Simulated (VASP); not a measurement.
Input for VASP

**POSCAR**
```
Ru
8.73120
  0.1582943925  -0.2741739967   0.0000000000
  0.1582943925   0.2741739967   0.0000000000
  0.0000000000   0.0000000000   0.5000000000
Ru
2
direct
  0.3333330000   0.6666670000   0.2500000000
  0.6666670000   0.3333330000   0.7500000000
```

### KPOINTS
```
kpoints
0
G
 14 14 8
```

INCAR:
```
ALGO = Normal
EDIFF = 1E-6
ENCUT = 400
GGA = PE
ISIF = 2
ISMEAR = 1
LASPH = .TRUE.
LCHARG = .FALSE.
LMAXMIX = 4
LREAL = .FALSE.
LWAVE = .FALSE.
NELM = 100
PREC = Accurate
SIGMA = 0.1
SYSTEM = Ru
```

POTCAR, in this order: Ru_pv (PBE.64 set). Program: vasp_std.

Translate this PBE calculation to Ansatz.

One equivalent input (not run):
Ansatz 0.2 input:
```yaml
crystal:
  lattice:
    - [1.3821000, -2.3938680, 0.0000000]
    - [1.3821000, 2.3938680, 0.0000000]
    - [0.0000000, 0.0000000, 4.3656000]
  atoms:
    - { symbol: Ru, position: [0.3333330, 0.6666670, 0.2500000] }
    - { symbol: Ru, position: [0.6666670, 0.3333330, 0.7500000] }
kpoints:
  mp_grid: { grid: [14, 14, 8] }
hamiltonian:
  xc: pbe
  pseudopotentials: { kind: paw }
scf:
  occupations: { method: methfessel_paxton, width: 0.1 }
  max_iter: 100
output: { forces: true, stress: true, eigenvalues: true }
```
What does not carry over: each code has its own PAW files, so the cut-off isn't converted (ENCUT is set for VASP's; basis.ecutwfc is left out, and Ansatz then takes the one that its files recommend); Ansatz stops its SCF on the density residual and VASP on the energy change (EDIFF).

The compound is Ru in the hcp structure. The cell was not relaxed at this level.
